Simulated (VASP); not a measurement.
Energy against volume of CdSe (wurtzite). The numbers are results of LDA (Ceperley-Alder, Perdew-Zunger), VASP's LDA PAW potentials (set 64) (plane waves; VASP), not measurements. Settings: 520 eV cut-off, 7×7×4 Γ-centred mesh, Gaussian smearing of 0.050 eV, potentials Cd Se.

Shape and ions are relaxed at each volume.

```csv
V (Å³/atom),E (eV/atom)
25.703,-3.35949
26.523,-3.37472
27.344,-3.37943
28.164,-3.37529
```

Task: Fit these four points and predict the energy of the run at 28.984 Å³/atom.

Result: A cubic in V^(−2/3), the third-order Birch-Murnaghan form, passes through the four points with V0 = 27.35 Å³/atom and B0 = 57 GPa, and gives -3.3637 eV/atom there. The run gave -3.3637 eV/atom, +0.0 meV/atom from the fit; all five points give B0 = 58 GPa.

The compound is CdSe in the wurtzite structure. It was relaxed first.
